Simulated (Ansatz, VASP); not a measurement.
## Cross-check of TeAs2S2 between VASP and Ansatz

Wanted: the spread between two codes on one cell, functional and k mesh. The cell is generated by rule, not measured, and may not be a known phase. The cell is taken from a series of runs on this material, whose earlier steps may have relaxed, scaled, displaced or heated it; both programs get it as it stands.

Main program and level: Ansatz 0.2.0; plane waves, with VASP 6.6.1 beside it; single point at PBE and single point at PBE, spin-orbit coupling.

The structure was built from a prototype and need not be the compound's stable phase.

**1. Starting point**

Symmetry: R-3m, No. 166, trigonal system. Conventional cell: a = 3.759 Å, b = 3.759 Å, c = 27.076 Å, α = 90.00°, β = 90.00°, γ = 120.00°. Nearest to As lie 3 S at 2.52 Å and 3 Te at 2.93 Å. S has 3 As at 2.52 Å nearest. Nearest to Te lie 6 As at 2.93 Å. Farther neighbours and most contacts between anions are not listed.

**2. Ansatz: single point, PBE**

Ansatz runs on its default PAW (the set named soft_2) files.

With cell and atoms fixed, the geometry can't cause a difference; cores, projectors, grids and the points listed under the comparison can.

The input, input.yaml:

```yaml
crystal:
  lattice:
    - [1.8797108042, 1.0852515388, 9.0251901195]
    - [-1.8797108042, 1.0852515388, 9.0251901195]
    - [0.0, -2.1705030777, 9.0251901195]
  atoms:
    - { symbol: As, position: [0.4058369195, 0.4058369195, 0.4058369195] }
    - { symbol: As, position: [0.5941630805, 0.5941630805, 0.5941630805] }
    - { symbol: S, position: [0.2131932066, 0.2131932066, 0.2131932066] }
    - { symbol: S, position: [0.7868067934, 0.7868067934, 0.7868067934] }
    - { symbol: Te, position: [0.0, 0.0, 0.0] }
kpoints:
  mp_grid: { grid: [8, 8, 8] }
  band_path:
    path:
      - [[0.0, 0.0, 0.0], [0.5, 0.5, 0.5], [0.8242003, 0.1757997, 0.5]]
      - [[0.5, -0.1757997, 0.1757997], [0.5, 0.0, 0.0], [0.0, 0.0, 0.0], [0.33789985, -0.33789985, 0.0]]
      - [[0.66210015, 0.0, 0.33789985], [0.5, 0.0, 0.5], [0.0, 0.0, 0.0]]
    npoints: 10
hamiltonian:
  xc: pbe
scf:
  occupations: { method: fermi_dirac, width: 0.02 }
  n_extra_bands: 5
output:
  eigenvalues: true
  forces: true
  stress: true
  write_density: true
  write_potential: true
  elf: true
  volumetric_format: npy
```

Launch:

```console
> ansatz run input.yaml --threads 3 --pin off --max-ram 64512MiB --backend cuda --devices 1 --max-vram 24GiB --events-out ev --progress --plain --runs-dir out
```

Numbers of over 12 decimals in the logs are rounded to 6 here.

The log of the run:

```text
basis.fft_grid_basis auto: the FFT boxes are laid along the combinations [[1, -1, 0], [0, 1, 0], [0, -1, 1]] of the cell's own vectors, 3.759, 9.283 and 3.759 Å long. The dense box has 27×64×27 points. Along the cell's own vectors, as sized, it would have 64×64×64, 5.62 times as many. Of the 12 symmetry operations that the crystal satisfies within crystal.symmetry.tolerance (time reversal apart; of a slab, those that [...]
scf.n_extra_bands = 5 over 29 filled bands (N_el = 58.0): the run solves 34 bands
GPUs: using 1 of 1 available (devices: 1).
Engine: ansatz 0.2.0, x86_64-unknown-linux-gnu
Pseudopotentials: kind: paw
Pseudopotential: As, paw, valence charge 15, recommended cutoff 420 eV (normal), As.paw.azcp
Pseudopotential: S, paw, valence charge 6, recommended cutoff 420 eV (normal), S.paw.azcp
Pseudopotential: Te, paw, valence charge 16, recommended cutoff 420 eV (normal), Te.paw.azcp
Functional definition: PBE
  parameter kappa = 0.804
  parameter beta = 0.066725
  exchange = pbe_x(kappa = kappa, mu = beta*pi^2/3)
  correlation = pbe_c(beta = beta)
device memory: the entry about to start is reckoned to put 4.1 GiB on a device that reports 66.4 GiB free (of which the cap on the GPU budget leaves the run 24.0 GiB)
GPU FFT provider: cuFFT
GPU libraries: cuBLAS 13.8.2, cuFFT 12.4.0, cuSOLVER 12.3.4
Crystal: 5 atoms, lattice volume = 110.466 Å³
Basis set: ecut = 420 eV, 2167 PW (Γ), FFT grids on a1−a2, a2, −a2+a3, exchange–correlation on 54×128×54 points (8 copies of the dense FFT grid, shifted against one another)
Bands: 34, of which v1, the nominal top of the filled ones, is band 29 counted from 1 (28 counted from 0)
Symmetry: 12 space group operations
Space group: R-3m (ITA 166), of the structure as read, at distance tolerance 4.8e-5 Å
k-points: 65 of 512
Non-local potential: As, projectors of the file, l = 0: 2, l = 1: 2, l = 2: 3, l = 3: 1
Non-local potential: S, projectors of the file, l = 0: 2, l = 1: 2, l = 2: 2
Non-local potential: Te, projectors of the file, l = 0: 2, l = 1: 2, l = 2: 2, l = 3: 2
PAW form: soft (Blöchl's): semilocal exchange-correlation on the pseudo side does not see the compensation charge
PAW one-centre angular grid: As, 590 points (default); XC on 64 Gauss nodes
PAW one-centre angular grid: S, 110 points (default); XC on 64 Gauss nodes
PAW one-centre angular grid: Te, 590 points (default); XC on 64 Gauss nodes
Initial density: superposition of atomic densities (neutral atoms: chi_scale 0, normalization atom), corrected by the library's trained network
Initial wavefunctions: pseudopotential atomic-orbital guess
GPU buffer pool allocated for 46656 grid points (all kernels)
GPU transforms: local potential and band sums: pruned to the plane-wave sphere, on 25×64×25
Functional: x = pbe(κ = 0.804, μ = 0.219515), c = pbe(β = 0.066725)
SCF iter   1: F=—  HF=-18496.084752 eV  |F-HF|=—  |Δ(HF+E_count)|=         —  Δρ=3.35e-3  dr2=5.27e-2  ethr=1.77e-3  ⟨swp⟩=7.4  Hψ=9839  notcnv=0
preconditioner: auto → Resta (q_TF=auto, 2.451 Å⁻¹)  ε∞=5.8  [insulator: Δε(μ)=0.622 eV  Ē_g=8.546 eV  σ=0.020 eV  W_gap=1.00  n_scr=30 (ndim 8)  ℏωp=18.7 eV  f_vac=0.011  D(μ)=0.00/eV (n_scr^D=0)  ε∞_Penn≈5.8]
SCF iter   2: F=—  HF=-18496.078964 eV  |F-HF|=—  |Δ(HF+E_count)|=   5.79e-3  Δρ=9.52e-4  dr2=2.69e-3  ethr=9.09e-5  ⟨swp⟩=3.0  Hψ=3326  notcnv=0
SCF iter   3: F=—  HF=-18496.079023 eV  |F-HF|=—  |Δ(HF+E_count)|=   5.92e-5  Δρ=5.43e-4  dr2=2.67e-4  ethr=4.64e-6  ⟨swp⟩=2.0  Hψ=2548  notcnv=0
SCF iter   4: F=—  HF=-18496.079345 eV  |F-HF|=—  |Δ(HF+E_count)|=   3.22e-4  Δρ=9.20e-5  dr2=1.23e-5  ethr=4.60e-7  ⟨swp⟩=2.0  Hψ=3278  notcnv=0
SCF iter   5: F=—  HF=-18496.079438 eV  |F-HF|=—  |Δ(HF+E_count)|=   9.32e-5  Δρ=3.93e-5  dr2=2.28e-6  ethr=2.12e-8  ⟨swp⟩=2.0  Hψ=4095  notcnv=0
SCF iter   6: F=—  HF=-18496.079440 eV  |F-HF|=—  |Δ(HF+E_count)|=   2.17e-6  Δρ=1.48e-5  dr2=3.34e-7  ethr=3.93e-9  ⟨swp⟩=2.0  Hψ=3762  notcnv=0
SCF iter   7: F=-18496.079441 eV  HF=-18496.079441 eV  |F-HF|=4.55e-8  |Δ(HF+E_count)|=   3.14e-7  Δρ=5.50e-6  dr2=4.07e-8  ethr=1.72e-10  ⟨swp⟩=10.0  Hψ=16457  notcnv=0
SCF 1 converged in 7 iterations: F = -18496.079441 eV  dr2 = 4.07e-8
  Residual-converged pass: ⟨swp⟩=1.0  Hψ=2471  notcnv=0  max |occ|·‖R‖ = 7.0e-9 eV (tolerance 1.0e-8 eV)  dr2=4.07e-8  dr2_onsite=2.07e-8  max |Δocc| = 2.6e-17
  greatest PAW one-centre occupation: 0.999 electrons in one spin orbital (limit 2), on the As atom at site 1 (counted from 0), in its partial waves of l = 2
device memory: the entry about to start is reckoned to put 3.6 GiB on a device that reports 66.4 GiB free (of which the cap on the GPU budget leaves the run 24.0 GiB)
NSCF: frozen V_eff on 73 k-points, pencils in batches of 32, up to order 152
SCF converged after 7 iterations
Free energy (F): -18496.079441 eV
Harris-Foulkes:  -18496.079441 eV  (|F-HF|=4.55e-8)
Internal energy: -18496.079441 eV  (E = F + TS)
E sigma→0 (E₀):  -18496.079441 eV
Fermi energy:    9.315962 eV
--- Per-component energies (eV) ---
  E_band       = -738.657097
  E_kinetic    = 595.534841
  E_local      = -5947.229278  (includes V_loc(G=0)·N_el)
  E_nonlocal   = -1593.770643
  E_hartree    = 3282.588531
  E_xc         = -476.388402
  E_vxc        = -436.553216  (∫ρ·V_xc dr)
  E_paw        = -9530.663740  (= ΣΔE_a)
  E_vpaw       = 78.186825  (= ΣTr[D̂ρ^β])
  E_aug_tail   = -0.000163  (compensation charges beyond the density's cutoff)
  E_ewald      = -4826.150587
  E_smearing   = -0.000000  (= −TS)
  E_closure    = 0.000000  (closes the sum)
  Σ components = -18496.079441   (vs F -18496.079441, Δ=0.00e0)
--- Forces (eV/Å), atoms counted from 1 ---
  atom   1  As     0.00000000    -0.00000000     0.01386091
  atom   2  As    -0.00000000     0.00000000    -0.01386091
  atom   3  S      0.00000000     0.00000000    -0.00351824
  atom   4  S     -0.00000000    -0.00000000     0.00351824
  atom   5  Te    -0.00000000    -0.00000000    -0.00000000
  max |Σ_I F_I| component: 1.30e-18 eV/Å
--- Stress (GPa, compression-positive) ---
        2.904915       0.000000      -0.000000
        0.000000       2.904915      -0.000000
       -0.000000      -0.000000       2.961204
  P = ⅓ Tr σ = 2.9237 GPa (29.237 kbar)
--- Band table (eV; the first three rows and the last of 65) ---
  k-point 0: bands = [... 25 lower, 6.9158, 8.7846, 8.7846, 8.9328, 9.8976, 9.8976, 9.9603, 11.7106, ... 1 higher]
  k-point 1: bands = [... 25 lower, 7.7154, 8.2285, 8.5697, 8.6309, 10.0784, 10.4476, 10.7830, 11.5328, ... 1 higher]
  k-point 2: bands = [... 25 lower, 7.1701, 7.9697, 8.4589, 8.6915, 10.2047, 10.7791, 10.8183, 12.2387, ... 1 higher]
  k-point 64: bands = [... 25 lower, 7.5226, 8.6742, 8.6742, 8.9124, 9.9336, 10.2174, 10.2174, 11.4011, ... 1 higher]
```

In the SCF lines HF is the Harris–Foulkes energy and dr2 the Hartree energy of the density residual, in eV; the loop may stop once dr2 is under the threshold and the program's other checks hold. Hψ counts applications of the Hamiltonian.

**3. VASP: single point, PBE**

The same cell, functional, mesh and smearing now go to VASP, with its own data sets.

Lines of VASP's logs that name or quote its potential files are left out, and so is its time.

The input, INCAR:

```
SYSTEM = TeAs2S2
PREC = Accurate
ENCUT = 500
EDIFF = 1E-06
NELM = 120
ISMEAR = -1
SIGMA = 0.02
LREAL = .FALSE.
ALGO = Normal
GGA = PE
NBANDS = 20
LORBIT = 11
LWAVE = .FALSE.
LCHARG = .FALSE.
ISIF = 2
LASPH = .TRUE.
GGA_COMPAT = .FALSE.
EFERMI = MIDGAP
KPAR = 2
```

The input, POSCAR:

```
TeAs2S2
1.0
    1.8797108042      1.0852515388      9.0251901195
   -1.8797108042      1.0852515388      9.0251901195
    0.0000000000     -2.1705030777      9.0251901195
As S Te
2 2 1
Direct
    0.4058369195      0.4058369195      0.4058369195
    0.5941630805      0.5941630805      0.5941630805
    0.2131932066      0.2131932066      0.2131932066
    0.7868067934      0.7868067934      0.7868067934
    0.0000000000      0.0000000000      0.0000000000
```

The input, KPOINTS:

```
Automatic mesh
0
Gamma
8 8 8
0 0 0
```

PAW data sets: As, S and Te (PBE family, release 64).

Launch:

```console
> mpirun -np 2 vasp_std
```

The log of the run:

```text
[banner, memory and clock lines left out]
running    2 mpi-ranks, on    1 nodes
 distrk:  each k-point on    1 cores,    2 groups
 distr:  one band on    1 cores,    1 groups

 POSCAR found type information on POSCAR AsS Te
 POSCAR found :  3 types and       5 ions
 LDA part: xc-table for (Slater+PW92), standard interpolation
 POSCAR, INCAR and KPOINTS ok, starting setup
 FFT: planning ... GRIDC
 FFT: planning ... GRID_SOFT
 FFT: planning ... GRID
 WAVECAR not read
 entering main loop
       N       E                     dE             d eps       ncg     rms          rms(c)
DAV:   1     0.122878314298E+03    0.12288E+03   -0.11189E+04  2600   0.114E+03
DAV:   2    -0.112067123816E+02   -0.13409E+03   -0.12974E+03  3548   0.185E+02
DAV:   3    -0.206702363553E+02   -0.94635E+01   -0.92531E+01  3156   0.511E+01
DAV:   4    -0.208637003940E+02   -0.19346E+00   -0.19225E+00  3364   0.800E+00
DAV:   5    -0.208668177571E+02   -0.31174E-02   -0.31165E-02  3152   0.103E+00    0.109E+01
DAV:   6    -0.204476947443E+02    0.41912E+00   -0.16363E+00  3188   0.653E+00    0.751E+00
DAV:   7    -0.204518017660E+02   -0.41070E-02   -0.48755E-01  2936   0.409E+00    0.342E+00
DAV:   8    -0.204534768205E+02   -0.16751E-02   -0.54174E-02  2996   0.142E+00    0.372E-01
DAV:   9    -0.204515016173E+02    0.19752E-02   -0.55925E-03  2900   0.549E-01    0.264E-01
DAV:  10    -0.204515762004E+02   -0.74583E-04   -0.25204E-03  3064   0.272E-01    0.211E-01
DAV:  11    -0.204515778557E+02   -0.16553E-05   -0.21861E-04  3116   0.868E-02    0.105E-01
DAV:  12    -0.204515984376E+02   -0.20582E-04   -0.14179E-04  3052   0.609E-02    0.480E-02
DAV:  13    -0.204516004698E+02   -0.20322E-05   -0.15421E-05  2980   0.211E-02    0.304E-02
DAV:  14    -0.204516005828E+02   -0.11296E-06   -0.31338E-06  2636   0.850E-03
   1 F= -.20451601E+02 E0= -.20451601E+02  d E =-.776351E-08
```

OUTCAR, selected parts (step 3):

```text
ion  position               nearest neighbor table
   1  0.406  0.406  0.406-   4 2.52   4 2.52   4 2.52   5 2.93   5 2.93   5 2.93
   2  0.594  0.594  0.594-   3 2.52   3 2.52   3 2.52   5 2.93   5 2.93   5 2.93
   3  0.213  0.213  0.213-   2 2.52   2 2.52   2 2.52
   4  0.787  0.787  0.787-   1 2.52   1 2.52   1 2.52
   5  0.000  0.000  0.000-   2 2.93   2 2.93   1 2.93   1 2.93   2 2.93   1 2.93

  LATTYP: Found a trigonal (rhomboedric) cell.
 ALAT       =     9.2825179937
 COS(alpha) =     0.9179874205

 Subroutine GETGRP returns: Found 12 space group operations
 (whereof 12 operations were pure point group operations)

The static configuration has the point symmetry D_3d.

 Found     65 irreducible k-points:

   k-points           NKPTS =     65   k-points in BZ     NKDIM =     65   number of bands    NBANDS=     20

   dimension x,y,z NGX =    70 NGY =   70 NGZ =   70
   dimension x,y,z NGXF=   140 NGYF=  140 NGZF=  140

   ENCUT  =  500.0 eV  36.75 Ry    6.06 a.u.  16.92 16.92 16.92*2*pi/ulx,y,z

   NELECT =      28.0000    total number of electrons

 k-points in reciprocal lattice and weights: Automatic mesh
   0.00000000  0.00000000  0.00000000       0.002
   0.12500000  0.00000000  0.00000000       0.012
   0.25000000  0.00000000  0.00000000       0.012
   0.37500000  0.00000000  0.00000000       0.012
   0.50000000  0.00000000  0.00000000       0.006
   0.12500000  0.12500000  0.00000000       0.012
   0.25000000  0.12500000  0.00000000       0.023
   0.37500000  0.12500000  0.00000000       0.023
   0.50000000  0.12500000 -0.00000000       0.023
[...]
-0.37500000  0.50000000  0.37500000       0.012
   0.50000000  0.50000000  0.50000000       0.002

 average (electrostatic) potential at core
       1 -49.9723       2 -49.9723       3 -86.0860       4 -86.0860       5 -88.5517

 E-fermi :   5.9417

 k-point     1 :       0.0000    0.0000    0.0000
  band No.  band energies     occupation
    ...
     10       3.4532      2.00000
     11       3.5476      2.00000
     12       5.4104      2.00000
     13       5.4104      2.00000
     14       5.5542      2.00000
     15       6.5235      0.00000
     16       6.5235      0.00000
     17       6.5870      0.00000
     18       8.3384      0.00000
     19       8.3384      0.00000
    ...

 k-point     2 :       0.1250    0.0000    0.0000
  band No.  band energies     occupation
    ...
     10       3.5961      2.00000
     11       4.3356      2.00000
     12       4.8533      2.00000
     13       5.1967      2.00000
     14       5.2564      2.00000
     15       6.7062      0.00000
     16       7.0734      0.00000
     17       7.4084      0.00000
     18       8.1607      0.00000
     19       8.3602      0.00000
    ...

 k-point     3 :       0.2500    0.0000    0.0000
  band No.  band energies     occupation
    ...
     10       2.4865      2.00000
     11       3.7932      2.00000
     12       4.5882      2.00000
     13       5.0839      2.00000
     14       5.3175      2.00000
     15       6.8318      0.00000
     16       7.4067      0.00000
     17       7.4436      0.00000
     18       8.8664      0.00000
     19       8.9209      0.00000
    ...

  Total        1.9896686      1.9896686      2.0359953      0.0000000     -0.0000000      0.0000000
  in kB       28.8577371     28.8577371     29.5296498      0.0000000     -0.0000000      0.0000000
  external PRESSURE =      29.0817080 kB  Pullay stress =       0.0000000 kB

  energy-cutoff  :      500.00
  volume of cell :      110.47
      direct lattice vectors                 reciprocal lattice vectors
     1.879710804  1.085251539  9.025190119     0.265998365  0.153574227  0.036933663
    -1.879710804  1.085251539  9.025190119    -0.265998365  0.153574227  0.036933663
     0.000000000 -2.170503078  9.025190119     0.000000000 -0.307148455  0.036933663

 POSITION                                       TOTAL-FORCE (eV/Angst)
 -----------------------------------------------------------------------------------
      0.00000     -0.00000     10.98827        -0.000000     -0.000000      0.008595
      0.00000     -0.00000     16.08730        -0.000000      0.000000     -0.008595
      0.00000     -0.00000      5.77233        -0.000000      0.000000     -0.004126
      0.00000     -0.00000     21.30324        -0.000000     -0.000000      0.004126
      0.00000      0.00000      0.00000         0.000000      0.000000     -0.000000
 -----------------------------------------------------------------------------------
    total drift:                                0.000000      0.000000     -0.000000

  FREE ENERGIE OF THE ION-ELECTRON SYSTEM (eV)
  ---------------------------------------------------
  free  energy   TOTEN  =       -20.4516005828 eV

  energy  without entropy=      -20.4516005750  energy(sigma->0) =      -20.45160058

 total charge
# of ion       s       p       d       tot
------------------------------------------
    1        1.386   1.118   0.075   2.578
    2        1.386   1.118   0.075   2.578
    3        1.384   2.242   0.000   3.626
    4        1.384   2.242   0.000   3.626
    5        1.387   1.953   0.046   3.386
--------------------------------------------------
tot          6.927   8.673   0.196  15.796

[... 3 further parts left out ...]
```

The run ends at a pressure of 2.91 GPa, with forces up to 0.0086 eV/Å.

**4. Differences**

Known differences besides the potentials themselves: the data sets hold 58 valence electrons in Ansatz (on its default PAW (the set named soft_2) files) and 28 in VASP; the cutoff is 420 eV in Ansatz and 500 eV in VASP. Total energies have different zeros and are not compared.

Both answers:

```tsv
quantity	Ansatz	VASP	difference
pressure (GPa)	2.92	2.91	+0.02
gap on the k mesh (eV)	0.585	0.591	-0.005
```

At this near-relaxed geometry the largest component of a force difference is 5 meV/Å. A gap on the mesh is an upper bound, since the band edges may lie between its points.

(Continued in part 2 of 2.)

[Lines on the potential files, build, host, timing and source positions are cut from VASP's logs without a mark.]

[Logs are printed without paths, hosts, clocks, repeated set-up lines and the standing remarks that a program may print on its own settings, such as how far it seeks lower states.]

[Hosts, paths, dates, database ids (printed as entryN), source tags and the programs' standing remarks are cut or masked in the printed files.]
